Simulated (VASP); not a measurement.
Method: PBE GGA, VASP's PBE PAW potentials (set 64) (plane waves; VASP 6.6.1).

VASP ran on this input.

**POSCAR**
```
BN
1
    1.2565594398    -2.1764250156    -0.0000000000
    1.2565594398     2.1764250156     0.0000000000
    0.0000000000     0.0000000000     4.1564522700
B N
2 2
Direct
  0.6666670000   0.3333330000   0.5002978330
  0.3333330000   0.6666670000   0.0002978330
  0.6666670000   0.3333330000   0.8747021670
  0.3333330000   0.6666670000   0.3747021670
```

File KPOINTS:
```
Automatic mesh
0
Gamma
10 10 5
0 0 0
```

**INCAR**
```
SYSTEM = BN
PREC = Accurate
ENCUT = 620
EDIFF = 1E-6
NELM = 100
ALGO = Normal
LREAL = .FALSE.
LASPH = .TRUE.
ISMEAR = 0
SIGMA = 0.05
GGA = PE
LWAVE = .FALSE.
LCHARG = .FALSE.
IBRION = 2
ISIF = 3
NSW = 40
EDIFFG = -0.02
PSTRESS = 200
```

POTCAR, in this order: B N (PBE.64 set). Program: vasp_std.

The run wrote:

File OSZICAR:
```
       N       E                     dE             d eps       ncg     rms          rms(c)
DAV:   1     0.640961073084E+02    0.64096E+02   -0.97552E+03  1008   0.150E+03
DAV:   2    -0.340268495810E+02   -0.98123E+02   -0.91987E+02  1480   0.325E+02
DAV:   3    -0.368283778004E+02   -0.28015E+01   -0.27929E+01  1344   0.536E+01
DAV:   4    -0.368432672342E+02   -0.14889E-01   -0.14878E-01  1260   0.415E+00
DAV:   5    -0.368434476573E+02   -0.18042E-03   -0.18035E-03  1312   0.436E-01    0.978E+00
DAV:   6    -0.349695690909E+02    0.18739E+01   -0.47494E+00  1260   0.197E+01    0.472E+00
DAV:   7    -0.348030144831E+02    0.16655E+00   -0.27508E-01  1212   0.578E+00    0.278E+00
DAV:   8    -0.347710445386E+02    0.31970E-01   -0.77361E-02  1168   0.267E+00    0.244E-01
DAV:   9    -0.347699018060E+02    0.11427E-02   -0.28451E-03  1296   0.645E-01    0.135E-01
DAV:  10    -0.347701576774E+02   -0.25587E-03   -0.35957E-04  1220   0.197E-01    0.271E-02
DAV:  11    -0.347701618381E+02   -0.41607E-05   -0.64687E-05  1276   0.746E-02    0.143E-02
DAV:  12    -0.347701626728E+02   -0.83470E-06   -0.77471E-06  1276   0.278E-02
   1 F= -.31932250E+02 E0= -.31932250E+02  d E =-.319323E+02
```

OUTCAR:
```
------------------------ aborting loop because EDIFF is reached ----------------------------------------
  FORCE on cell =-STRESS in cart. coord.  units (eV):
  Direction    XX          YY          ZZ          XY          YZ          ZX
  --------------------------------------------------------------------------------------
  Total        2.8227957      2.8227963      2.8495228      0.0000000      0.0000000     -0.0000000
  in kB      198.9346772    198.9347180    200.8182534      0.0000000      0.0000000     -0.0000000
  external PRESSURE =      -0.4374505 kB  Pullay stress =     200.0000000 kB
  volume of cell :       22.73
      direct lattice vectors                 reciprocal lattice vectors
     1.256559440 -2.176425016  0.000000000     0.397911936 -0.229734540  0.000000000
     1.256559440  2.176425016  0.000000000     0.397911936  0.229734540  0.000000000
     0.000000000  0.000000000  4.156452270     0.000000000  0.000000000  0.240589795
  FREE ENERGIE OF THE ION-ELECTRON SYSTEM (eV)
  ---------------------------------------------------
  free  energy   TOTEN  =       -34.7701626728 eV

  energy  without entropy=      -34.7701626728  energy(sigma->0) =      -34.77016267
  enthalpy is  TOTEN    =       -31.9322504876 eV   P V=        2.8379121852

 reached required accuracy - stopping structural energy minimisation
```
(Selected blocks of OUTCAR.)

The compound is BN in the wurtzite structure, a metastable high-pressure form. It was relaxed first under an external pressure of 20 GPa.
